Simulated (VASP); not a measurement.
Output of a VASP run:

File OSZICAR:
```
...
   5 F= -.48956786E+02 E0= -.48956786E+02  d E =-.224308E-03
       N       E                     dE             d eps       ncg     rms          rms(c)
DAV:   1    -0.489598331935E+02   -0.30460E-02   -0.11544E-01  1000   0.222E+00    0.423E-01
DAV:   2    -0.489578764960E+02    0.19567E-02   -0.20183E-02  1124   0.897E-01    0.301E-01
DAV:   3    -0.489573292934E+02    0.54720E-03   -0.18913E-03  1096   0.249E-01    0.899E-02
DAV:   4    -0.489572168858E+02    0.11241E-03   -0.68959E-04  1133   0.127E-01    0.428E-02
DAV:   5    -0.489572148168E+02    0.20690E-05   -0.32576E-05  1262   0.356E-02    0.353E-02
DAV:   6    -0.489572160013E+02   -0.11845E-05   -0.11000E-05  1008   0.150E-02    0.155E-02
DAV:   7    -0.489572142312E+02    0.17701E-05   -0.59263E-06   995   0.114E-02    0.452E-03
DAV:   8    -0.489572141848E+02    0.46382E-07   -0.42606E-07   573   0.353E-03
   6 F= -.48957214E+02 E0= -.48957214E+02  d E =-.427834E-03
       N       E                     dE             d eps       ncg     rms          rms(c)
DAV:   1    -0.489779017958E+02   -0.20688E-01   -0.89876E-01  1000   0.620E+00    0.116E+00
DAV:   2    -0.489626872254E+02    0.15215E-01   -0.15332E-01  1124   0.247E+00    0.832E-01
DAV:   3    -0.489585695690E+02    0.41177E-02   -0.14214E-02  1090   0.683E-01    0.250E-01
DAV:   4    -0.489577042280E+02    0.86534E-03   -0.49581E-03  1147   0.343E-01    0.121E-01
DAV:   5    -0.489576928765E+02    0.11352E-04   -0.25880E-04  1228   0.102E-01    0.101E-01
DAV:   6    -0.489576983536E+02   -0.54772E-05   -0.75219E-05  1125   0.407E-02    0.372E-02
DAV:   7    -0.489576858417E+02    0.12512E-04   -0.44165E-05  1207   0.314E-02    0.111E-02
DAV:   8    -0.489576856113E+02    0.23036E-06   -0.30148E-06   899   0.835E-03
   7 F= -.48957686E+02 E0= -.48957686E+02  d E =-.899261E-03
       N       E                     dE             d eps       ncg     rms          rms(c)
DAV:   1    -0.489673706238E+02   -0.96848E-02   -0.26076E-01  1062   0.404E+00    0.112E+00
DAV:   2    -0.489596794018E+02    0.76912E-02   -0.64842E-02  1166   0.174E+00    0.443E-01
DAV:   3    -0.489577374454E+02    0.19420E-02   -0.99418E-03  1124   0.484E-01    0.111E-01
DAV:   4    -0.489575278493E+02    0.20960E-03   -0.15147E-03  1055   0.251E-01    0.110E-01
DAV:   5    -0.489575460463E+02   -0.18197E-04   -0.14510E-04  1229   0.715E-02    0.967E-02
DAV:   6    -0.489575367489E+02    0.92974E-05   -0.11311E-04  1107   0.487E-02    0.113E-02
DAV:   7    -0.489575362476E+02    0.50128E-06   -0.16980E-05  1125   0.278E-02    0.699E-03
DAV:   8    -0.489575362160E+02    0.31595E-07   -0.34245E-07   643   0.366E-03
   8 F= -.48957536E+02 E0= -.48957536E+02  d E =0.149395E-03
       N       E                     dE             d eps       ncg     rms          rms(c)
DAV:   1    -0.489619551415E+02   -0.44189E-02   -0.11105E-01  1062   0.264E+00    0.723E-01
DAV:   2    -0.489586953830E+02    0.32598E-02   -0.28512E-02  1166   0.115E+00    0.292E-01
DAV:   3    -0.489578257209E+02    0.86966E-03   -0.44360E-03  1116   0.323E-01    0.726E-02
DAV:   4    -0.489577367575E+02    0.88963E-04   -0.65341E-04  1055   0.163E-01    0.691E-02
DAV:   5    -0.489577437245E+02   -0.69670E-05   -0.60955E-05  1230   0.465E-02    0.628E-02
DAV:   6    -0.489577406931E+02    0.30314E-05   -0.44300E-05   980   0.305E-02    0.705E-03
DAV:   7    -0.489577404651E+02    0.22797E-06   -0.66211E-06   976   0.177E-02
   9 F= -.48957740E+02 E0= -.48957740E+02  d E =-.548538E-04
```

### OUTCAR
```
------------------------ aborting loop because EDIFF is reached ----------------------------------------
  FORCE on cell =-STRESS in cart. coord.  units (eV):
  Direction    XX          YY          ZZ          XY          YZ          ZX
  --------------------------------------------------------------------------------------
  Total       -0.0151531     -0.0151531      0.0793761      0.0000000      0.0000000     -0.0000000
  in kB       -0.2392250     -0.2392249      1.2531229      0.0000000      0.0000000     -0.0000000
  external PRESSURE =       0.2582243 kB  Pullay stress =       0.0000000 kB
  volume of cell :      101.49
      direct lattice vectors                 reciprocal lattice vectors
     1.561187895 -2.704056488  0.000000000     0.320268945 -0.184907380 -0.000000000
     1.561187895  2.704056488 -0.000000000     0.320268945  0.184907380 -0.000000000
     0.000000000  0.000000000 12.020032806    -0.000000000  0.000000000  0.083194448
 POSITION                                       TOTAL-FORCE (eV/Angst)
 -----------------------------------------------------------------------------------
      1.56119      0.90135      3.00501         0.000000      0.000000      0.000000
      1.56119     -0.90135      9.01502        -0.000000     -0.000000      0.000000
      1.56119      0.90135     10.56878         0.000000     -0.000000      0.013491
      1.56119     -0.90135      4.55877        -0.000000      0.000000      0.013491
      1.56119     -0.90135      1.45125        -0.000000      0.000000     -0.013491
      1.56119      0.90135      7.46127        -0.000000     -0.000000     -0.013491
 -----------------------------------------------------------------------------------
    total drift:                               -0.000211      0.001554     -0.000029
  FREE ENERGIE OF THE ION-ELECTRON SYSTEM (eV)
  ---------------------------------------------------
  free  energy   TOTEN  =       -48.9577404651 eV

  energy  without entropy=      -48.9577404651  energy(sigma->0) =      -48.95774047

 reached required accuracy - stopping structural energy minimisation
```
(Selected blocks of OUTCAR.)

### POSCAR
```
MoS2
1
    1.5628557173    -2.7069452404     0.0000000000
    1.5628557173     2.7069452404    -0.0000000000
   -0.0000000000     0.0000000000    12.1164538483
Mo S
2 4
Direct
  0.3333330000   0.6666670000   0.2500000000
  0.6666670000   0.3333330000   0.7500000000
  0.3333330000   0.6666670000   0.8780746712
  0.6666670000   0.3333330000   0.3780746712
  0.6666670000   0.3333330000   0.1219253288
  0.3333330000   0.6666670000   0.6219253288
```

Reconstruct the remaining input files.

This is not unique; one that fits is the input of the run itself, LDA (Ceperley-Alder, Perdew-Zunger), plane waves, VASP's LDA PAW potentials (set 64).

**INCAR**
```
EDIFFG = -0.02   ! ionic stop
ALGO = Normal
LMAXMIX = 4   ! l cut-off of mixed one-centre charges
EDIFF = 1E-6   ! SCF stop (eV)
SIGMA = 0.05   ! width (eV)
NELM = 100   ! most electronic steps
LWAVE = .FALSE.
ISIF = 3   ! ions, shape and volume
ISMEAR = 0
ENCUT = 400   ! plane-wave cut-off (eV)
LREAL = .FALSE.   ! projection in real space or not
IBRION = 2   ! conjugate gradients
LCHARG = .FALSE.
NSW = 60   ! most ionic steps
SYSTEM = MoS2
LASPH = .TRUE.
PREC = Accurate
```

**KPOINTS**
```
Automatic
0
Gamma
  7 7 2
0 0 0
```

POTCAR, in this order: Mo_sv S (LDA.64 set). Program: vasp_std.

The compound is MoS2 in the 2H layered structure. This run relaxes it. Symmetry was kept, so distortions that lower it aren't found. The start is the result of an earlier pass.
